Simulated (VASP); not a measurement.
Input:

```xyz
4
Lattice="3.8332 0.0000 0.0000 -1.9166 3.3196 0.0000 0.0000 0.0000 6.3316" Properties=species:S:1:pos:R:3 pbc="T T T"
Si     0.0000     2.2131     0.3978
Si     1.9166     1.1065     3.5636
Si     1.9166     1.1065     5.9338
Si     0.0000     2.2131     2.7680
```

Level of theory: r2SCAN meta-GGA, VASP's PBE PAW potentials (set 64) (plane waves; VASP 6.6.1). Run with 400 eV cut-off, 8×8×4 Γ-centred mesh, tetrahedra with Blöchl corrections, potentials Si.

Task: Estimate the energy per atom (σ→0), band gap (over mesh and band path) with the smallest direct gap where there is one.

Result: 
band gap (over mesh and band path): 0.62 eV
smallest direct gap (over mesh and band path): 1.36 eV
energy per atom (σ→0): -8.762 eV/atom

The absolute energy has meaning only against runs of the same code, potentials and settings.

The structure was generated: Si was put into the lonsdaleite type (P6_3/mmc), which need not be its known phase. It was relaxed first, which changed the volume by +16 %.
